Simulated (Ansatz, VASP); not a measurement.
## Two plane-wave programs on Zr2SiC2

```
CELL_PARAMETERS angstrom
3.79225 0.00000 0.00000
-1.89612 3.28418 0.00000
0.00000 0.00000 6.61498
ATOMIC_POSITIONS crystal
Zr 0.33333 0.66667 0.24940
Zr 0.66667 0.33333 0.75060
Si 0.00000 0.00000 0.50000
C 0.00000 0.00000 0.79998
C 0.00000 0.00000 0.20002
```

Alike in both runs: functional PBE; k mesh 6 × 6 × 4; occupations gaussian, width 0.1 eV; no spin polarisation.

Ansatz relaxed the structure, and its values are those at the end. VASP's run is a single point on that final structure, the one shown.

|  | VASP | Ansatz |
| --- | --- | --- |
| version | VASP 6.6.1 | Ansatz 0.2.0 |
| potentials or method | VASP PAW PBE potentials, release 64 (Zr_sv, Si, C) | scalar-relativistic, plane waves, PAW |
| plane-wave cutoff (eV) | 520 | 420 |
| valence electrons in the cell | 36 | 36 |

Ansatz gave:

| Quantity | Value |
| --- | --- |
| gap on the k mesh at the Fermi level (eV) | none |
| pressure (GPa) | 0.0 |
| rms of the force components (eV/Å) | 0.009 |

Estimate VASP's values.

gap on the k mesh at the Fermi level (eV): none; pressure (GPa): 0.2; rms of the force components (eV/Å): 0.015.

A gap of «none» marks a metal or a gap that the smearing closes. With one functional, cell and mesh, what is left measures potentials, basis and numerics.
